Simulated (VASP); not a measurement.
# PbO (Litharge): exact exchange and RPA correlation, part 5 of 6

Aim: total energies of PbO (Litharge) from exact exchange and RPA correlation, beside cheaper functionals. The scan starts from a database cell, scaled to the smallest volume of the series. The cell has space group P4/nmm. Left out of this account: 3 further runs (self-consistent run and share of exact exchange: the chain at volume ratio 1.06 didn't finish; empty bands: ended at its time limit). The start is a cell from a database of measured crystal structures.

VASP 6.6.1, plane waves and PAW; the level of theory is named at each step.

So far. Step 21 (Orbitals for comparison: HSE06, volume ratio 0.99): The run ends at a pressure of -2.69 GPa, with forces up to 0.42 eV/Å. Step 22 (Comparison: HSE06, volume ratio 0.99): Its energy is -6.8125 eV an atom, on a zero of its own.

The database entry behind the starting cell differs from later determinations by our own check (an axis about 0.4 % long against later determinations), so it need not match the best structure at ambient conditions.

### Step 23. Orbitals, volume ratio 1.02

This step: LDA; plane waves and PAW (Pb_d_GW, O_GW) (VASP 6.6.1).

The same chain follows at a volume ratio of 1.02.

INCAR

```
SYSTEM = PbO
PREC = Accurate
ENCUT = 560
EDIFF = 1E-08
NELM = 100
ISMEAR = 0
SIGMA = 0.05
LREAL = .FALSE.
ALGO = Normal
GGA = CA
NBANDS = 28
LORBIT = 11
LWAVE = .TRUE.
LCHARG = .FALSE.
KPAR = 4
```

POSCAR

```
PbO
1.0
    4.0164246111      0.0000000000      0.0000000000
    0.0000000000      4.0164246111      0.0000000000
    0.0000000000      0.0000000000      5.0431797749
Pb O
2 2
Direct
    0.5000000000      0.0000000000      0.7600000000
    0.0000000000      0.5000000000      0.2400000000
    0.5000000000      0.5000000000      0.0000000000
    0.0000000000      0.0000000000      0.0000000000
```

KPOINTS

```
Automatic mesh
0
Gamma
4 4 3
0 0 0
```

The projector-augmented-wave data sets are Pb_d_GW and O_GW (LDA family, release 64).

Run with:

```bash
mpirun -np 4 vasp_std
```

Output:

```text
[... set-up lines as in an earlier step ...]
 entering main loop
       N       E                     dE             d eps       ncg     rms          rms(c)
DAV:   1     0.535751626370E+03    0.53575E+03   -0.26809E+04  1068   0.277E+03
DAV:   2     0.423494559122E+02   -0.49340E+03   -0.47592E+03   964   0.802E+02
DAV:   3    -0.249759210598E+02   -0.67325E+02   -0.63654E+02  1104   0.293E+02
DAV:   4    -0.288044925643E+02   -0.38286E+01   -0.38084E+01  1072   0.682E+01
[...]
DAV:  14    -0.243599064580E+02    0.48416E-07   -0.93995E-07  1172   0.133E-02    0.761E-04
DAV:  15    -0.243599064583E+02   -0.36198E-09   -0.16632E-07   960   0.516E-03    0.540E-04
DAV:  16    -0.243599064524E+02    0.58944E-08   -0.18755E-08   468   0.309E-03
   1 F= -.24359906E+02 E0= -.24359906E+02  d E =-.173831E-57
 writing wavefunctions
```

The job ended after 12 s (4 MPI ranks of Intel Xeon Platinum 8259CL at 2.50GHz (Skylake/Cascade Lake), shared host; peak memory 0.74 GiB; 36 s of CPU time).

Parts of OUTCAR (step 23):

```text
  Total       -2.5534715     -2.5534715     -2.3602862      0.0000000     -0.0000000      0.0000000
  in kB      -50.2872534    -50.2872534    -46.4827236      0.0000000     -0.0000000      0.0000000
  external PRESSURE =     -49.0190768 kB  Pullay stress =       0.0000000 kB

 POSITION                                       TOTAL-FORCE (eV/Angst)
 -----------------------------------------------------------------------------------
      2.00821      0.00000      3.83282         0.000000      0.000000      0.798085
      0.00000      2.00821      1.21036         0.000000     -0.000000     -0.798085
      2.00821      2.00821      0.00000        -0.000000     -0.000000      0.000000
      0.00000      0.00000      0.00000         0.000000      0.000000      0.000000
 -----------------------------------------------------------------------------------
    total drift:                                0.000000     -0.000000     -0.000000

  FREE ENERGIE OF THE ION-ELECTRON SYSTEM (eV)
  ---------------------------------------------------
  free  energy   TOTEN  =       -24.3599064524 eV

  energy  without entropy=      -24.3599064524  energy(sigma->0) =      -24.35990645

[... 1 part as in an earlier step ...]

[... 2 further parts left out ...]
[key lines of the parts left out:]
E-fermi :   2.4423
```

The run ends at a pressure of -4.90 GPa, with forces up to 0.80 eV/Å.

### Step 24. Exact exchange, volume ratio 1.02

This step: Hartree-Fock energy on LDA orbitals; plane waves and PAW (Pb_d_GW, O_GW) (VASP 6.6.1).

Exact exchange at this point.

INCAR

```
SYSTEM = PbO
PREC = Accurate
ENCUT = 560
ISMEAR = 0
SIGMA = 0.05
LREAL = .FALSE.
GGA = CA
NBANDS = 28
ALGO = Eigenval
NELM = 1
LHFCALC = .TRUE.
AEXX = 1
ALDAC = 0
AGGAC = 0
PRECFOCK = Normal
LWAVE = .FALSE.
LCHARG = .FALSE.
```

POSCAR is that of step 23.

KPOINTS is that of step 23.

The run starts from files that an earlier step left in the folder.

Run with:

```bash
mpirun -np 4 vasp_std
```

Output:

```text
[... set-up lines as in an earlier step ...]
 entering main loop
       N       E                     dE             d eps       ncg     rms          rms(c)
EIG:   1    -0.450952923302E+02   -0.45095E+02    0.00000E+00     0   0.000E+00
   1 F= -.45095292E+02 E0= -.45095292E+02  d E =-.173831E-57
```

It took 3.1 min on 4 MPI ranks; peak memory 0.61 GiB.

From OUTCAR (step 24):

```text
 POSITION                                       TOTAL-FORCE (eV/Angst)
 -----------------------------------------------------------------------------------
      2.00821      0.00000      3.83282        -0.000000      0.000000      0.395299
      0.00000      2.00821      1.21036        -0.000000      0.000000     -0.395299
      2.00821      2.00821      0.00000        -0.000000     -0.000000      0.000000
      0.00000      0.00000      0.00000         0.000000      0.000000      0.000000
 -----------------------------------------------------------------------------------
    total drift:                               -0.000000      0.000000     -0.000000

  FREE ENERGIE OF THE ION-ELECTRON SYSTEM (eV)
  ---------------------------------------------------
  free  energy   TOTEN  =       -45.0952923302 eV

  energy  without entropy=      -45.0952923302  energy(sigma->0) =      -45.09529233

[... 2 parts as in an earlier step ...]

[... 1 further part left out ...]
[key lines of the parts left out:]
E-fermi :   2.4423
```

The Hartree-Fock energy on these orbitals is -11.2738 eV an atom.

### Step 25. Empty bands, volume ratio 1.02

This step: LDA; plane waves and PAW (Pb_d_GW, O_GW) (VASP 6.6.1).

The empty bands are made again, for the run that follows.

INCAR

```
SYSTEM = PbO
PREC = Accurate
ENCUT = 560
ISMEAR = 0
SIGMA = 0.05
LREAL = .FALSE.
GGA = CA
NBANDS = 1332
ALGO = Exact
NELM = 1
LWAVE = .TRUE.
LCHARG = .FALSE.
LOPTICS = .TRUE.
NEDOS = 1000
CSHIFT = 0.1
```

POSCAR is that of step 24.

KPOINTS is that of step 24.

Run with:

```bash
mpirun -np 4 vasp_std
```

Output:

```text
[banner, memory and clock lines left out]
running    4 mpi-ranks, on    1 nodes
[...]
LDA part: xc-table for (Slater(with rela. corr.)+CA(PZ))
 , standard interpolation
 found WAVECAR, reading the header
  number of bands has changed, file:    28 present:  1332
  trying to continue reading WAVECAR, but it might fail
 POSCAR, INCAR and KPOINTS ok, starting setup
[...]
reading WAVECAR
 random initialization beyond band           28
 the WAVECAR file was read successfully
 initial charge from wavefunction
 entering main loop
       N       E                     dE             d eps       ncg     rms          rms(c)
DIA:   1    -0.243599064563E+02   -0.24360E+02    0.00000E+00     0   0.000E+00
   1 F= -.24359906E+02 E0= -.24359906E+02  d E =-.129602E-13
 writing wavefunctions
 optical routines
 imaginary and real dielectric function
 recalculating local potential from charge density
 direction            1
 direction            2
 direction            3
```

The job ended after 2.6 min (4 MPI ranks; peak memory 2.6 GiB).

OUTCAR, selected parts (step 25):

```text
  Total       -2.5522129     -2.5522129     -2.3587508      0.0000000     -0.0000000      0.0000000
  in kB      -50.2624663    -50.2624663    -46.4524850      0.0000000     -0.0000000      0.0000000
  external PRESSURE =     -48.9924725 kB  Pullay stress =       0.0000000 kB

 POSITION                                       TOTAL-FORCE (eV/Angst)
 -----------------------------------------------------------------------------------
      2.00821      0.00000      3.83282        -0.000000      0.000000      0.797997
      0.00000      2.00821      1.21036        -0.000000     -0.000000     -0.797997
      2.00821      2.00821      0.00000        -0.000000     -0.000000      0.000000
      0.00000      0.00000      0.00000         0.000000      0.000000      0.000000
 -----------------------------------------------------------------------------------
    total drift:                                0.000000     -0.000000     -0.000000

  FREE ENERGIE OF THE ION-ELECTRON SYSTEM (eV)
  ---------------------------------------------------
  free  energy   TOTEN  =       -24.3599064563 eV

  energy  without entropy=      -24.3599064563  energy(sigma->0) =      -24.35990646

[... 1 part as in an earlier step ...]

[... 2 further parts left out ...]
[key lines of the parts left out:]
E-fermi :   2.1296
```

WAVECAR now holds 1332 bands for 44 electrons.

### Step 26. RPA correlation, volume ratio 1.02

This step: RPA correlation on LDA orbitals; plane waves and PAW (Pb_d_GW, O_GW) (VASP 6.6.1).

RPA correlation at this point.

INCAR

```
SYSTEM = PbO
PREC = Accurate
ENCUT = 560
ISMEAR = 0
SIGMA = 0.05
LREAL = .FALSE.
GGA = CA
NBANDS = 1332
ALGO = ACFDT
ENCUTGW = 160
NOMEGA = 12
PRECFOCK = Fast
LWAVE = .FALSE.
LCHARG = .FALSE.
```

POSCAR is that of step 25.

KPOINTS is that of step 25.

Run with:

```bash
mpirun -np 4 vasp_std
```

Output:

```text
[banner, memory and clock lines left out]
running    4 mpi-ranks, on    1 nodes
[...]
LDA part: xc-table for (Slater(with rela. corr.)+CA(PZ))
 , standard interpolation
 found WAVECAR, reading the header
 POSCAR, INCAR and KPOINTS ok, starting setup
[...]
reading WAVECAR
 the WAVECAR file was read successfully
 initial charge from wavefunction
 available memory per node:    124.15 GB, setting MAXMEM to    127132

 The Fermi energy was updated, please check that it is located mid-gap
 values below the HOMO (VB) or above the LUMO (CB) will cause erroneous energies
 E-fermi :   2.4470

 the WAVEDER file was read successfully
 set NWRITE>2 for more details about minimax calculation
 number of imaginary grid points requested:      12
 number of distinct grids requested:  1
 quadrature errors minimized for energies in [ 0.113E+01, 0.502E+03 ]
 bosonic grid (T=0, re) determined with error: 0.1675E-06
 bosonic grid (re): 0.1675E-06
       0.2795       0.9156       1.8132       3.2566       5.7434
[...]
NQ=   6    0.5000    0.5000    0.0000,
|.........|.........|.........|.........
 performed      99600000 updates of chi_q(r,r)
 total number of BLAS operations     112789.35 Gflops
NQ=   7    0.0000    0.0000    0.3333,
|.........|.........|.........|.........
 performed     116200000 updates of chi_q(r,r)
 total number of BLAS operations     131365.24 Gflops
NQ=   8    0.2500    0.0000    0.3333,
|.........|.........|.........|.........
 performed     132800000 updates of chi_q(r,r)
 total number of BLAS operations     149644.32 Gflops
NQ=   9    0.5000    0.0000    0.3333,
|.........|.........|.........|.........
 performed     149400000 updates of chi_q(r,r)
 total number of BLAS operations     168419.41 Gflops
NQ=  10    0.2500    0.2500    0.3333,
|.........|.........|.........|.........
 performed     166000000 updates of chi_q(r,r)
 total number of BLAS operations     186995.30 Gflops
NQ=  11    0.5000    0.2500    0.3333,
|.........|.........|.........|.........
 performed     182600000 updates of chi_q(r,r)
 total number of BLAS operations     205571.19 Gflops
NQ=  12    0.5000    0.5000    0.3333,
|.........|.........|.........|.........
 performed     199200000 updates of chi_q(r,r)
 total number of BLAS operations     225563.82 Gflops
 entering main loop
```

Elapsed: 48 min, on 4 MPI ranks; peak memory 3.9 GiB; 2.6 h of CPU time.

From OUTCAR (step 26):

```text
      cutoff energy     smooth cutoff   RPA   correlation   Hartree contr. to MP2
---------------------------------------------------------------------------------
            160.000           128.000      -48.9711892973      -84.1395760745
            152.381           121.905      -48.4247024542      -83.3728248254
            145.125           116.100      -47.8556389107      -82.5613360476
            138.214           110.571      -47.2586098027      -81.6958707282
            131.632           105.306      -46.6350164708      -80.7772294176
            125.364           100.291      -45.9888218989      -79.8091906700
            119.394            95.516      -45.3123733079      -78.7796518782
            113.709            90.967      -44.6105187239      -77.6954412845
  linear regression

[... 2 parts as in an earlier step ...]

[... 2 further parts left out ...]
[key lines of the parts left out:]
E-fermi :   2.4470
```

Extrapolated by the program to an infinite response cutoff, the correlation energy is -13.855 eV an atom, -9 meV against the point before. With exact exchange the total is -25.1291 eV an atom.

### Step 27. Comparison: r2SCAN, volume ratio 1.02

This step: r2SCAN; plane waves and PAW (Pb_d_GW, O_GW) (VASP 6.6.1).

The comparison at this point.

INCAR

```
SYSTEM = PbO
PREC = Accurate
ENCUT = 560
EDIFF = 1E-06
NELM = 100
ISMEAR = 0
SIGMA = 0.05
LREAL = .FALSE.
ALGO = Normal
METAGGA = R2SCAN
LASPH = .TRUE.
NBANDS = 28
LWAVE = .FALSE.
LCHARG = .FALSE.
KPAR = 4
```

POSCAR is that of step 26.

KPOINTS is that of step 26.

Run with:

```bash
mpirun -np 4 vasp_std
```

Output:

```text
[... set-up lines as in an earlier step ...]
 entering main loop
       N       E                     dE             d eps       ncg     rms          rms(c)
DAV:   1    -0.251117851366E+04   -0.25112E+04   -0.27324E+04  1052   0.284E+03
DAV:   2    -0.302522341222E+04   -0.51404E+03   -0.49523E+03   952   0.823E+02
DAV:   3    -0.309857472812E+04   -0.73351E+02   -0.69500E+02  1088   0.317E+02
DAV:   4    -0.310342040476E+04   -0.48457E+01   -0.48208E+01  1104   0.822E+01
[...]
DAV:  13    -0.308710812804E+04   -0.11668E-04   -0.74813E-05   960   0.859E-02    0.125E-02
DAV:  14    -0.308710812632E+04    0.17289E-05   -0.59276E-06   864   0.443E-02    0.492E-03
DAV:  15    -0.308710812587E+04    0.44277E-06   -0.17080E-06   488   0.253E-02
   1 F= -.30871081E+04 E0= -.30871081E+04  d E =-.467271E-30
```

Elapsed: 47 s, on 4 MPI ranks; peak memory 0.87 GiB.

Parts of OUTCAR (step 27):

```text
  Total       -0.9443404     -0.9443404     -1.0302584      0.0000000     -0.0000000      0.0000000
  in kB      -18.5975387    -18.5975387    -20.2895804      0.0000000     -0.0000000      0.0000000
  external PRESSURE =     -19.1615526 kB  Pullay stress =       0.0000000 kB

 POSITION                                       TOTAL-FORCE (eV/Angst)
 -----------------------------------------------------------------------------------
      2.00821      0.00000      3.83282         0.000000      0.000000      0.617659
      0.00000      2.00821      1.21036        -0.000000     -0.000000     -0.617659
      2.00821      2.00821      0.00000         0.000000     -0.000000      0.000000
      0.00000      0.00000      0.00000         0.000000      0.000000      0.000000
 -----------------------------------------------------------------------------------
    total drift:                                0.000000     -0.000000     -0.000000

  FREE ENERGIE OF THE ION-ELECTRON SYSTEM (eV)
  ---------------------------------------------------
  free  energy   TOTEN  =     -3087.1081258722 eV

  energy  without entropy=    -3087.1081258722  energy(sigma->0) =    -3087.10812587

[... 2 parts as in an earlier step ...]

[... 1 further part left out ...]
[key lines of the parts left out:]
E-fermi :   2.4333
```

Its energy is -771.7770 eV an atom, on a zero of its own.

### Step 28. Orbitals for comparison: HSE06, volume ratio 1.02

This step: LDA; plane waves and PAW (Pb_d_GW, O_GW) (VASP 6.6.1).

Starting orbitals, as before.

INCAR

```
SYSTEM = PbO
PREC = Accurate
ENCUT = 560
EDIFF = 1E-05
NELM = 100
ISMEAR = 0
SIGMA = 0.05
LREAL = .FALSE.
ALGO = Normal
GGA = CA
NBANDS = 28
LORBIT = 11
LWAVE = .TRUE.
LCHARG = .FALSE.
KPAR = 4
```

POSCAR is that of step 27.

KPOINTS is that of step 27.

Run with:

```bash
mpirun -np 4 vasp_std
```

Output:

```text
[... set-up lines as in an earlier step ...]
 entering main loop
       N       E                     dE             d eps       ncg     rms          rms(c)
[... 10 cycles as in an earlier step ...]
DAV:  11    -0.243599078256E+02    0.78778E-04   -0.52649E-04   888   0.349E-01    0.135E-02
DAV:  12    -0.243599063319E+02    0.14937E-05   -0.77896E-05   888   0.938E-02
   1 F= -.24359906E+02 E0= -.24359906E+02  d E =-.790420E-58
 writing wavefunctions
```

Run time: 10 s. Hardware: 4 MPI ranks; peak memory 0.73 GiB; 30 s of CPU time.

[end of part 5 of 6]

[Lines on the potential files, build, host, timing and source positions are cut from VASP's logs without a mark.]

[Logs are printed without paths, hosts, clocks, repeated set-up lines and the standing remarks that a program may print on its own settings, such as how far it seeks lower states.]

[Hosts, paths, dates, database ids (printed as entryN), source tags and the programs' standing remarks are cut or masked in the printed files.]

[Pressures printed for these runs are not shown converged in the cutoff: they can be off by several GPa and have the wrong sign.]
